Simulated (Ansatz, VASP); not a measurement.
# Cross-check of TePt between VASP and Ansatz, part 2 of 2

Wanted: the spread between two codes on one cell, functional and k mesh. The cell is taken from a series of VASP runs on this material, whose earlier steps may have relaxed, scaled or displaced it; both programs get it as it stands.

VASP 6.6.1 and Ansatz 0.2.0.

So far: The starting structure; VASP: zone-centre phonons, PBEsol.

**3. Ansatz: zone-centre phonons, PBEsol**

Level of this step: Ansatz beside VASP: Kohn-Sham DFT, plane waves, PBEsol (Ansatz).

Ansatz runs on its default PAW (the set named soft_2) files.

The same cell, functional, mesh and smearing now go to Ansatz, which takes its cutoff from its data sets.

Contents of input.yaml:

```yaml
crystal:
  lattice:
    - [1.9772619222, 1.141572703, 6.6267833343]
    - [-1.9772619222, 1.141572703, 6.6267833343]
    - [0.0, -2.2831454061, 6.6267833343]
  atoms:
    - { symbol: Te, position: [0.5987281417, 0.5987281417, 0.5987281417] }
    - { symbol: Te, position: [0.4012718583, 0.4012718583, 0.4012718583] }
    - { symbol: Pt, position: [0.8700474103, 0.8700474103, 0.8700474103] }
    - { symbol: Pt, position: [0.1299525897, 0.1299525897, 0.1299525897] }
hamiltonian:
  xc: pbesol
  pseudopotentials: { kind: paw }
kpoints:
  mp_grid: { grid: [11, 11, 11] }
scf:
  occupations: { method: methfessel_paxton, width: 0.2 }
phonons:
  method: dfpt
  qpoints: [[0, 0, 0]]
```

Started as:

```bash
> ansatz run input.yaml --threads 4 --pin off --max-ram 9216MiB --backend cpu --events-out ev --progress --plain --runs-dir out
```

Numbers of over 12 decimals in the logs are rounded to 6 here.

The log of the run:

```text
Engine: ansatz 0.2.0, aarch64-unknown-linux-gnu
Pseudopotentials: kind: paw
Pseudopotential: Te, paw, valence charge 16, recommended cutoff 420 eV (normal), Te.paw.azcp
Pseudopotential: Pt, paw, valence charge 18, recommended cutoff 420 eV (normal), Pt.paw.azcp
Functional definition: PBEsol
  exchange = pbesol_x
  correlation = pbesol_c
Crystal: 4 atoms, lattice volume = 89.747 Å³
Basis set: ecut = 420 eV, 1763 PW (Γ), exchange–correlation on 96×96×96 points (8 copies of the dense FFT grid, shifted against one another)
Bands: 41, of which v1, the nominal top of the filled ones, is band 34 counted from 1 (33 counted from 0)
Symmetry: 12 space group operations
k-points: 366 of 1331 (irreducible under 2 space group operations, time reversal used)
Non-local potential: Te, projectors of the file, l = 0: 2, l = 1: 2, l = 2: 2, l = 3: 2
Non-local potential: Pt, projectors of the file, l = 0: 3, l = 1: 2, l = 2: 2, l = 3: 1
PAW form: soft (Blöchl's): semilocal exchange-correlation on the pseudo side does not see the compensation charge
PAW frozen core: Te, regenerated for the run's functional, and the local potential with it (the file was generated under x = pbe(κ = 0.804, μ = 0.219515), c = pbe(β = 0.066725))
PAW frozen core: Pt, regenerated for the run's functional, and the local potential with it (the file was generated under x = pbe(κ = 0.804, μ = 0.219515), c = pbe(β = 0.066725))
PAW one-centre angular grid: Te, 590 points (default); XC on 64 Gauss nodes
PAW one-centre angular grid: Pt, 590 points (default); XC on 64 Gauss nodes
Initial density: superposition of atomic densities (neutral atoms: chi_scale 0, normalization atom), corrected by the library's trained network
Initial wavefunctions: pseudopotential atomic-orbital guess
Functional: x = pbesol(κ = 0.804, μ = 0.123457), c = pbesol(β = 0.046)
SCF iter   1: F=—  HF=-38572.023056 eV  |F-HF|=—  |Δ(HF+E_count)|=         —  Δρ=5.09e-3  dr2=2.16e-2  ethr=1.77e-3  ⟨swp⟩=6.4  Hψ=58874  notcnv=0
preconditioner: auto → LDOS  [metal: Δε(μ)=0.007 eV  Ē_g=8.795 eV  σ=0.200 eV  W_gap=0.03  n_scr=28 (ndim 8)  ℏωp=22.2 eV  f_vac=0.018  D(μ)=1.70/eV (n_scr^D=2)  β→1.0]
SCF iter   2: F=—  HF=-38572.022568 eV  |F-HF|=—  |Δ(HF+E_count)|=   4.88e-4  S|Δr|=    0.00e0  Δρ=3.41e-3  dr2=1.36e-2  ethr=3.18e-5  ⟨swp⟩=2.0  Hψ=27468  notcnv=0
SCF iter   3: F=—  HF=-38572.018250 eV  |F-HF|=—  |Δ(HF+E_count)|=   4.32e-3  S|Δr|=    0.00e0  Δρ=8.24e-4  dr2=8.87e-4  ethr=2.01e-5  ⟨swp⟩=2.0  Hψ=23887  notcnv=0
SCF iter   4: F=—  HF=-38572.018029 eV  |F-HF|=—  |Δ(HF+E_count)|=   2.22e-4  S|Δr|=    0.00e0  Δρ=1.51e-4  dr2=2.59e-5  ethr=1.30e-6  ⟨swp⟩=2.0  Hψ=23877  notcnv=0
SCF iter   5: F=—  HF=-38572.018021 eV  |F-HF|=—  |Δ(HF+E_count)|=   8.07e-6  S|Δr|=    0.00e0  Δρ=4.42e-5  dr2=2.02e-6  ethr=3.81e-8  ⟨swp⟩=2.0  Hψ=23987  notcnv=0
SCF iter   6: F=—  HF=-38572.018061 eV  |F-HF|=—  |Δ(HF+E_count)|=   4.02e-5  S|Δr|=    0.00e0  Δρ=1.22e-5  dr2=7.16e-8  ethr=2.97e-9  ⟨swp⟩=2.7  Hψ=26308  notcnv=0
SCF iter   7: F=—  HF=-38572.018061 eV  |F-HF|=—  |Δ(HF+E_count)|=   6.34e-9  S|Δr|=    0.00e0  Δρ=2.92e-6  dr2=4.21e-9  ethr=1.05e-10  ⟨swp⟩=2.0  Hψ=23872  notcnv=0
SCF iter   8: F=—  HF=-38572.018061 eV  |F-HF|=—  |Δ(HF+E_count)|=   2.15e-9  S|Δr|=    0.00e0  Δρ=4.67e-7  dr2=1.35e-10  ethr=6.20e-12  ⟨swp⟩=2.0  Hψ=20259  notcnv=0
SCF iter   9: F=-38572.018061 eV  HF=-38572.018061 eV  |F-HF|=0.00e0  |Δ(HF+E_count)|=  1.16e-10  S|Δr|=    0.00e0  Δρ=8.79e-8  dr2=7.37e-12  ethr=1.00e-12  ⟨swp⟩=11.1  Hψ=79980  notcnv=0
SCF 1 converged in 9 iterations: F = -38572.018061 eV  dr2 = 7.37e-12
  greatest PAW one-centre occupation: 1.000 electrons in one spin orbital (limit 2), on the Pt atom at site 3 (counted from 0), in its partial waves of l = 0
DFPT response loops at Γ: preconditioner auto → Kerker (q_TF=auto, 2.605 Å⁻¹) (partly filled bands, converged f_vac=0.013); β = 1.00, the filter's whole step (`scf.mixing.beta` (0.50) is not read by the response loops under this deck's `scf.mixing.preconditioner`; to damp them name `kerker` or `kerker_dos`, under which they read `scf.mixing.beta`, and type it under 1.00, their step now; both keys bind the ground state too); Broyden in place of MSR1
SCF converged after 9 iterations
Stability not checked: this state was not tested for a lower state beside it, because cold or Methfessel-Paxton smearing, or corrected tetrahedra, fill the levels in a way that the test cannot read (fill_not_monotonic; see scf.lower_state_search)
Free energy (F): -38572.018061 eV
Harris-Foulkes:  -38572.018061 eV  (|F-HF|=0.00e0)
Internal energy: -38572.019182 eV  (E = F + TS)
E sigma→0 (E₀):  -38572.018341 eV
Entropy (-TS):   0.001121 eV (0.280 meV/atom)
Fermi energy:    14.600015 eV
--- Per-component energies (eV) ---
  E_band       = -922.344775
  E_kinetic    = 1642.279854
  E_local      = -6911.166537  (includes V_loc(G=0)·N_el)
  E_nonlocal   = -210.138297
  E_hartree    = 3358.979833
  E_xc         = -769.371159
  E_vxc        = -815.794085  (∫ρ·V_xc dr)
  E_paw        = -27803.735681  (= ΣΔE_a)
  E_vpaw       = -1345.485186  (= ΣTr[D̂ρ^β])
  E_aug_tail   = -0.000045  (compensation charges beyond the density's cutoff)
  E_ewald      = -7880.190744
  E_core_change = 1.323593  (= ΣΔE_core)
  E_smearing   = 0.001121  (= −TS)
  E_closure    = -0.000000  (closes the sum)
  Σ components = -38572.018061   (vs F -38572.018061, Δ=0.00e0)
--- Band table (eV; the first three rows and the last of 366) ---
  k-point 0: bands = [... 30 lower, 12.8789, 15.2541, 15.2541, 15.4903, 15.8486, 17.4929, 17.4929, 19.2214, ... 3 higher]
  k-point 1: bands = [... 30 lower, 12.9344, 14.3578, 15.2090, 15.8051, 16.4421, 16.8231, 17.2559, 19.6015, ... 3 higher]
  k-point 2: bands = [... 30 lower, 12.9045, 13.4441, 15.0894, 15.0986, 16.0549, 16.7057, 17.4406, 19.6301, ... 3 higher]
  k-point 365: bands = [... 30 lower, 13.0365, 13.0817, 15.0209, 15.3860, 16.2826, 16.9385, 18.2066, 19.7769, ... 3 higher]
--- Phonons (Γ-DFPT): 4 representative perturbations + reference, on 366 of 1331 k-points (Σ response iterations 12) ---
  k mesh reduced under 2 symmetry operations, with k and −k counted as one. Each operation leaves every solved perturbation unchanged. A smaller set is not used because it would not reduce the number of displacements times k-points to solve
  ASR residual: 1.812e-4 → 0.000e0 eV/Å²; symmetrization residual: 9.562e-5 eV/Å²
  ASR residual per site (eV/Å²): 1.81e-4 1.81e-4 8.97e-5 8.97e-5
  Γ frequencies (cm⁻¹): 0.00 0.00 0.00 89.95 89.95 117.16 151.62 159.31 159.31 170.71 179.82 179.82
  non-analytic LO–TO correction: not included (Born effective charges unavailable; polar crystals: no LO–TO splitting at Γ)
--- Phonons (arbitrary-q DFPT): 1 explicit q-point ---
  q = [0, 0, 0] (of the zone-centre solve; hermiticity 1.58e-5, symmetrization 1.40e-6): -0.00 -0.00 0.00 89.95 89.95 117.16 151.62 159.31 159.31 170.71 179.82 179.82
  sum rule: each row above includes the acoustic sum rule's correction from the zone centre's row sums; it moved no ω² by more than (0.62 cm⁻¹)²
```

Elapsed: 4.6 min, on 4 threads of Arm Neoverse V1, shared host; peak memory 3.9 GiB; 18 min of CPU time.

In the SCF lines HF is the Harris–Foulkes energy and dr2 the Hartree energy of the density residual, in eV; the loop may stop once dr2 is under the threshold and the program's other checks hold. Hψ counts applications of the Hamiltonian.

**4. Side by side**

Known differences besides the potentials themselves: the data sets hold 68 valence electrons in Ansatz (default PAW (the set named soft_2) files) and 32 in VASP; the cutoff is 420 eV in Ansatz and 400 eV in VASP; Ansatz makes its cores anew for this functional, VASP keeps those of its PBE data sets. Total energies have different zeros and are not compared.

The two programs side by side:

```
                  quantity  Ansatz   VASP  difference
optical mode 1 to 2 (cm⁻¹)    90.0   89.6     +0.44 %
     optical mode 3 (cm⁻¹)   117.2  117.1     +0.06 %
     optical mode 4 (cm⁻¹)   151.6  151.8     -0.12 %
optical mode 5 to 6 (cm⁻¹)   159.3  159.1     +0.10 %
     optical mode 7 (cm⁻¹)   170.7  170.8     -0.07 %
optical mode 8 to 9 (cm⁻¹)   179.8  179.5     +0.16 %
```

Modes are paired by rising frequency and degeneracy, not by their patterns, so a pair may still set unlike modes beside each other.

**5. Summary of results**

```
r.m.s. difference of the optical zone-centre modes, each program's sorted by frequency (zone-centre phonons, PBEsol) : 0.25 cm⁻¹
```

**Reading.** The r.m.s. difference of the optical zone-centre modes, each program's sorted by frequency is 0.25 cm⁻¹ (zone-centre phonons, PBEsol). 1 further run of this series is not shown here. Such differences can come from data sets, numerical settings and the points named under the comparisons, not from the functional's error against experiment.

[Lines on the potential files, build, host, timing and source positions are cut from VASP's logs without a mark.]

[Logs are printed without paths, hosts, clocks, repeated set-up lines and the standing remarks that a program may print on its own settings, such as how far it seeks lower states.]

[Hosts, paths, dates, database ids (printed as entryN), source tags and the programs' standing remarks are cut or masked in the printed files.]
